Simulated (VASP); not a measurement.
Given:

```xyz
2
Lattice="-3.0349 3.0349 1.6809 3.0349 -3.0349 1.6809 3.0349 3.0349 -1.6809" Properties=species:S:1:pos:R:3 pbc="T T T"
Y      0.0000     3.0349     0.8405
Y      0.0000     0.0000     0.0000
```

These are PBEsol GGA with spin-orbit coupling, VASP's PBE PAW potentials (set 64) (plane waves; VASP) values and carry that method's errors. Settings: 400 eV cut-off, 11×11×11 Γ-centred mesh, Gaussian smearing of 0.050 eV, potentials Y_sv.

Question: Give the energies of bands 17 to 29 at the high-symmetry points, in eV from the Fermi level.

Answer: 
```json
[
 {"band": "17", "Γ": "-4.62", "X": "-2.28", "M": "-1.75", "Z": "-0.85", "P": "-1.10", "N": "-1.68"},
 {"band": "18", "Γ": "-4.62", "X": "-2.28", "M": "-1.75", "Z": "-0.85", "P": "-1.10", "N": "-1.68"},
 {"band": "19", "Γ": "-1.91", "X": "-2.28", "M": "-1.75", "Z": "-0.83", "P": "-1.10", "N": "-1.31"},
 {"band": "20", "Γ": "-1.91", "X": "-2.28", "M": "-1.75", "Z": "-0.83", "P": "-1.10", "N": "-1.31"},
 {"band": "21", "Γ": "-0.22", "X": "0.19", "M": "0.48", "Z": "-0.20", "P": "-0.90", "N": "-0.36"},
 {"band": "22", "Γ": "-0.22", "X": "0.19", "M": "0.48", "Z": "-0.20", "P": "-0.90", "N": "-0.36"},
 {"band": "23", "Γ": "-0.05", "X": "0.19", "M": "0.48", "Z": "0.04", "P": "-0.90", "N": "0.41"},
 {"band": "24", "Γ": "-0.05", "X": "0.19", "M": "0.48", "Z": "0.04", "P": "-0.90", "N": "0.41"},
 {"band": "25", "Γ": "0.88", "X": "1.24", "M": "0.81", "Z": "0.59", "P": "1.75", "N": "1.07"},
 {"band": "26", "Γ": "0.88", "X": "1.24", "M": "0.81", "Z": "0.59", "P": "1.75", "N": "1.07"},
 {"band": "27", "Γ": "3.42", "X": "1.24", "M": "0.81", "Z": "1.60", "P": "1.77", "N": "1.96"},
 {"band": "28", "Γ": "3.44", "X": "1.24", "M": "0.81", "Z": "1.60", "P": "1.77", "N": "1.96"},
 {"band": "29", "Γ": "3.45", "X": "2.42", "M": "3.17", "Z": "2.54", "P": "3.53", "N": "1.98"}
]
```

It has no gap at this level: it comes out as a metal or semimetal.

The structure was generated: Y was put into the beta-Sn type (I4_1/amd), which need not be its known phase. It was relaxed first, which changed the volume by -11 %.
